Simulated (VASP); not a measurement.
Computed with r2SCAN meta-GGA, VASP's PBE PAW potentials (set 64) (plane waves; VASP).

Input for VASP

**POSCAR**
```
GaN
1
    1.5950000000    -2.7626210000     0.0000000000
    1.5950000000     2.7626210000     0.0000000000
    0.0000000000     0.0000000000     5.1900000000
Ga N
2 2
Direct
  0.6666670000   0.3333330000   0.5000000000
  0.3333330000   0.6666670000   0.0000000000
  0.6666670000   0.3333330000   0.8770000000
  0.3333330000   0.6666670000   0.3770000000
```

INCAR:
```
SYSTEM = GaN
PREC = Accurate
ENCUT = 520
EDIFF = 1E-6
NELM = 100
ALGO = Normal
LREAL = .FALSE.
LASPH = .TRUE.
ISMEAR = 0
SIGMA = 0.05
METAGGA = R2SCAN
LMIXTAU = .TRUE.
LMAXMIX = 4
LWAVE = .FALSE.
LCHARG = .FALSE.
IBRION = 2
ISIF = 3
NSW = 60
EDIFFG = -0.01
```

File KPOINTS:
```
Automatic mesh
0
Gamma
9 9 5
0 0 0
```

POTCAR, in this order: Ga_d N (PBE.64 set). Program: vasp_std.

Output of the run:

### OSZICAR
```
       N       E                     dE             d eps       ncg     rms          rms(c)
DAV:   1     0.259859763292E+03    0.25986E+03   -0.18942E+04  1670   0.316E+03
DAV:   2    -0.183030319617E+02   -0.27816E+03   -0.26952E+03  1792   0.546E+02
DAV:   3    -0.521319998855E+02   -0.33829E+02   -0.33566E+02  1794   0.157E+02
DAV:   4    -0.536339389551E+02   -0.15019E+01   -0.14972E+01  2264   0.342E+01
DAV:   5    -0.536528582885E+02   -0.18919E-01   -0.18915E-01  1750   0.366E+00    0.102E+01
DAV:   6    -0.449847798634E+02    0.86681E+01   -0.12311E+01  2872   0.587E+01    0.344E+00
DAV:   7    -0.432001602900E+02    0.17846E+01   -0.16181E+00  1704   0.113E+01    0.228E+00
DAV:   8    -0.459972136730E+02   -0.27971E+01   -0.19843E+00  2274   0.161E+01    0.213E+00
DAV:   9    -0.449202254258E+02    0.10770E+01   -0.55185E-01  1830   0.786E+00    0.749E-01
DAV:  10    -0.438062557649E+02    0.11140E+01   -0.37418E-01  2120   0.639E+00    0.136E-01
DAV:  11    -0.438205528532E+02   -0.14297E-01   -0.32305E-02  1820   0.183E+00    0.273E-01
DAV:  12    -0.438146034576E+02    0.59494E-02   -0.19880E-03  2596   0.660E-01    0.228E-01
DAV:  13    -0.438195394894E+02   -0.49360E-02   -0.50703E-03  2558   0.105E+00    0.154E-01
DAV:  14    -0.438201276421E+02   -0.58815E-03   -0.62051E-03  2168   0.101E+00    0.424E-01
DAV:  15    -0.438211621868E+02   -0.10345E-02   -0.16880E-03  2248   0.826E-01    0.261E-01
DAV:  16    -0.438221020880E+02   -0.93990E-03   -0.12809E-03  2486   0.428E-01    0.115E-01
DAV:  17    -0.438220186486E+02    0.83439E-04   -0.26170E-04  2544   0.176E-01    0.273E-02
DAV:  18    -0.438220277111E+02   -0.90625E-05   -0.46262E-05  2832   0.102E-01    0.413E-03
DAV:  19    -0.438220127987E+02    0.14912E-04   -0.10913E-05  2392   0.387E-02    0.675E-03
DAV:  20    -0.438220275898E+02   -0.14791E-04   -0.58820E-06  1824   0.279E-02    0.113E-02
DAV:  21    -0.438220209587E+02    0.66312E-05   -0.48198E-07   852   0.100E-02    0.121E-02
DAV:  22    -0.438220353325E+02   -0.14374E-04   -0.19094E-06  1196   0.175E-02    0.284E-03
DAV:  23    -0.438220294042E+02    0.59284E-05   -0.88053E-07   904   0.868E-03    0.289E-04
DAV:  24    -0.438220300606E+02   -0.65640E-06   -0.26397E-07   810   0.641E-03
   1 F= -.43822030E+02 E0= -.43822030E+02  d E =-.438220E+02
       N       E                     dE             d eps       ncg     rms          rms(c)
DAV:   1    -0.438220899849E+02   -0.60581E-04   -0.72852E-03  1622   0.750E-01    0.472E-02
DAV:   2    -0.438220801035E+02    0.98814E-05   -0.30816E-04  2046   0.256E-01    0.265E-02
DAV:   3    -0.438220539910E+02    0.26113E-04   -0.35866E-05  2392   0.782E-02    0.537E-03
DAV:   4    -0.438220631694E+02   -0.91784E-05   -0.99951E-06  1740   0.321E-02    0.145E-03
DAV:   5    -0.438220596237E+02    0.35457E-05   -0.24445E-06  1340   0.170E-02    0.106E-03
DAV:   6    -0.438220622707E+02   -0.26471E-05   -0.39904E-07   846   0.637E-03    0.536E-04
DAV:   7    -0.438220616718E+02    0.59891E-06   -0.60174E-08   810   0.293E-03
   2 F= -.43822062E+02 E0= -.43822062E+02  d E =-.316113E-04
```

File OUTCAR:
```
------------------------ aborting loop because EDIFF is reached ----------------------------------------
  FORCE on cell =-STRESS in cart. coord.  units (eV):
  Direction    XX          YY          ZZ          XY          YZ          ZX
  --------------------------------------------------------------------------------------
  Total       -0.0200668     -0.0200668      0.0054100      0.0000000      0.0000000      0.0000000
  in kB       -0.7027850     -0.7027849      0.1894722      0.0000000      0.0000000      0.0000000
  external PRESSURE =      -0.4053659 kB  Pullay stress =       0.0000000 kB
  volume of cell :       45.75
      direct lattice vectors                 reciprocal lattice vectors
     1.594832485 -2.762330855  0.000000000     0.313512551 -0.181006558  0.000000000
     1.594832485  2.762330855  0.000000000     0.313512551  0.181006558  0.000000000
     0.000000000  0.000000000  5.192127329     0.000000000  0.000000000  0.192599283
  FREE ENERGIE OF THE ION-ELECTRON SYSTEM (eV)
  ---------------------------------------------------
  free  energy   TOTEN  =       -43.8220616718 eV

  energy  without entropy=      -43.8220616718  energy(sigma->0) =      -43.82206167

 reached required accuracy - stopping structural energy minimisation
```
(Selected blocks of OUTCAR.)

CONTCAR:
```
GaN
   1.00000000000000
     1.5948324846978998   -2.7623308549977135    0.0000000000000000
     1.5948324846978998    2.7623308549977135    0.0000000000000000
     0.0000000000000000    0.0000000000000000    5.1921273285167135
  Ga              N
     2     2
Direct
     0.6666669999999968    0.3333330000000032    0.5001254377567046
     0.3333330000000032    0.6666669999999968    0.0001254377567046
     0.6666669999999968    0.3333330000000032    0.8768745622432979
     0.3333330000000032    0.6666669999999968    0.3768745622432979
```

The compound is GaN in the wurtzite structure. This run relaxes it. Symmetry was kept, so distortions that lower it aren't found.
